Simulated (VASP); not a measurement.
Consider the following.

```
Gd
1.0
    1.79523    -3.10942     0.00000
    1.79523     3.10942     0.00000
    0.00000     0.00000     5.65258
Gd
2
Direct
  0.33333   0.66667   0.25000
  0.66667   0.33333   0.75000
```

Method: rev-vdW-DF2, VASP's PBE PAW potentials (set 64) (plane waves; VASP). Run with 520 eV cut-off, Gaussian smearing of 0.050 eV, potentials Gd_3.

The 4f electrons are frozen in the core of the lanthanide potential, so 4f levels, which can set the real gap, and their magnetism are missing.

Question: Predict the band gap (along the path) with the smallest direct gap where there is one.

Answer: 
The band gap (along the path) comes out as none (metal, semimetal or under 0.01 eV).

Total energies compare only between runs with the same potentials, cut-off and functional.

The compound is Gd in the hcp structure. It was relaxed first.
